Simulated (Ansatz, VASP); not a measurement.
# Two plane-wave programs on CsCd

```
Cs Cd
1.0
     4.73186    0.00000    0.00000
     0.00000    4.73186    0.00000
     0.00000    0.00000    4.73186
Cs Cd
1 1
Direct
  0.00000 0.00000 0.00000
  0.50000 0.50000 0.50000
```

Alike in both runs: functional PBE; k mesh 8 × 8 × 8; occupations fermi-dirac, width 0.05 eV; no spin polarisation.

Ansatz relaxed the structure, and its values are those at the end. VASP's run is a single point on that final structure, the one shown.

|  | VASP | Ansatz |
| --- | --- | --- |
| version | VASP 6.6.1 | Ansatz 0.2.0 |
| potentials or method | VASP PAW PBE potentials, release 64 (Cs_sv, Cd) | PAW with Ansatz's default frozen-core files, scalar-relativistic |
| plane-wave cutoff (eV) | 520 | 420 |
| valence electrons in the cell | 21 | 29 |

|  | VASP | Ansatz | Ansatz less VASP |
| --- | --- | --- | --- |
| pressure (GPa) | 0.0 | 0.0 | 0.00 |

The two sets of potentials don't hold the same shells in valence.

Spin-orbit coupling is left out, which matters for the levels of Cs.
